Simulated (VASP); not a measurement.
Level of theory: vdW-DF-cx, VASP's PBE PAW potentials (set 64) (plane waves; VASP).

VASP ran on this input.

### POSCAR
```
TiCo
1
    2.9363219569     0.0000000000     0.0000000000
    0.0000000000     2.9363219569     0.0000000000
    0.0000000000     0.0000000000     2.9363219569
Ti Co
1 1
Direct
  0.0000000000   0.0000000000   0.0000000000
  0.5000000000   0.5000000000   0.5000000000
```

File KPOINTS:
```
k-points along high-symmetry lines
15
Line-mode
Reciprocal
  0.000000   0.000000   0.000000 ! GAMMA
  0.000000   0.500000   0.000000 ! X

  0.000000   0.500000   0.000000 ! X
  0.500000   0.500000   0.000000 ! M

  0.500000   0.500000   0.000000 ! M
  0.000000   0.000000   0.000000 ! GAMMA

  0.000000   0.000000   0.000000 ! GAMMA
  0.500000   0.500000   0.500000 ! R

  0.500000   0.500000   0.500000 ! R
  0.000000   0.500000   0.000000 ! X

  0.500000   0.500000   0.500000 ! R
  0.500000   0.500000   0.000000 ! M
```

**INCAR**
```
SYSTEM = TiCo
PREC = Accurate
ENCUT = 520
EDIFF = 1E-7
NELM = 100
ALGO = Normal
LREAL = .FALSE.
LASPH = .TRUE.
ISMEAR = 0
SIGMA = 0.05
GGA = CX
LUSE_VDW = .TRUE.
AGGAC = 0.0
LMAXMIX = 4
LWAVE = .FALSE.
LCHARG = .FALSE.
LORBIT = 11
ICHARG = 11
```

POTCAR, in this order: Ti_sv Co (PBE.64 set). Program: vasp_std. Read from the step before: CHGCAR.

What VASP printed:

### OSZICAR
```
       N       E                     dE             d eps       ncg     rms          rms(c)
DAV:   1     0.153777182240E+03    0.15378E+03   -0.10756E+04  2520   0.194E+03
DAV:   2    -0.190055297199E+01   -0.15568E+03   -0.15283E+03  2574   0.410E+02
DAV:   3    -0.108918956977E+02   -0.89913E+01   -0.88845E+01  4068   0.106E+02
DAV:   4    -0.111348105247E+02   -0.24291E+00   -0.24180E+00  3030   0.142E+01
DAV:   5    -0.111461312442E+02   -0.11321E-01   -0.11320E-01  3694   0.268E+00
DAV:   6    -0.111462770536E+02   -0.14581E-03   -0.14581E-03  2990   0.300E-01
DAV:   7    -0.111462819983E+02   -0.49447E-05   -0.49450E-05  3852   0.500E-02
DAV:   8    -0.111462820723E+02   -0.73996E-07   -0.73031E-07  3002   0.576E-03
   1 F= -.11146282E+02 E0= -.11143759E+02  d E =-.504642E-02
```

**OUTCAR**
```
 val. band max:       10.2099693426   @ k =   0.4286   0.5000   0.0000

 cond. band min:      10.2329922974   @ k =   0.1071   0.5000   0.1071



 k-point     1 :       0.0000    0.0000    0.0000
  band No.  band energies     occupation
      1     -46.4584      2.00000
      2     -22.6650      2.00000
      3     -22.6650      2.00000
      4     -22.6650      2.00000
      5       2.6167      2.00000
      6       6.4290      2.00000
      7       6.4290      2.00000
      8       8.8935      2.00000
      9       8.8935      2.00000
     10       8.8935      2.00000
     11      11.2532      0.00000
     12      11.2532      0.00000
     13      13.3117      0.00000
     14      13.3117      0.00000

 k-point     2 :       0.0000    0.0357    0.0000
  band No.  band energies     occupation
      1     -46.4579      2.00000
      2     -22.6697      2.00000
      3     -22.6647      2.00000
      4     -22.6647      2.00000
      5       2.6433      2.00000
      6       6.4410      2.00000
      7       6.4421      2.00000
      8       8.8916      2.00000
      9       8.8916      2.00000
     10       8.8984      2.00000
     11      11.2390      0.00000
     12      11.2589      0.00000
     13      13.2726      0.00000
     14      13.2831      0.00000

 k-point     3 :       0.0000    0.0714    0.0000
  band No.  band energies     occupation
      1     -46.4565      2.00000
      2     -22.6833      2.00000
      3     -22.6638      2.00000
      4     -22.6638      2.00000
      5       2.7226      2.00000
      6       6.4771      2.00000
      7       6.4806      2.00000
      8       8.8861      2.00000
      9       8.8861      2.00000
     10       8.9131      2.00000
     11      11.1966      0.00000
     12      11.2755      0.00000
     13      13.1604      0.00000
     14      13.1606      0.00000

 k-point     4 :       0.0000    0.1071    0.0000
  band No.  band energies     occupation
      1     -46.4541      2.00000
...
```

The density is held fixed in this step, so its total energy and stress have no physical meaning.

The compound is TiCo in the CsCl type structure. It was relaxed first, which changed the volume by -5 %. The run is not spin-polarised, so no magnetic state was tried. The electron count is odd and the run is not spin-polarised, which forces a metal.
